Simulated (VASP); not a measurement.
Input:

```
CELL_PARAMETERS angstrom
      0.00000     2.37012     2.37012
      2.37012     0.00000     2.37012
      2.37012     2.37012     0.00000
ATOMIC_POSITIONS crystal
  Cd 0.00000 0.00000 0.00000
  O  0.50000 0.50000 0.50000
```

Method: RPBE GGA, VASP's PBE PAW potentials (set 64) (plane waves; VASP). Numerical set-up: 520 eV cut-off, 13×13×13 Γ-centred mesh, first-order Methfessel-Paxton smearing of 0.10 eV, potentials Cd O.

### Question
Predict the energy per atom (σ→0), pressure, band gap (on the k-mesh) with the smallest direct gap where there is one.

### Answer

```yaml
band gap (on the k-mesh): none (metal, semimetal or under 0.01 eV)
energy per atom (σ→0): -3.456 eV/atom
pressure: 79.7 kbar
```

The compound is CdO in the rock salt structure. This cell is one point of a volume scan, at 0.94 of the reference volume.
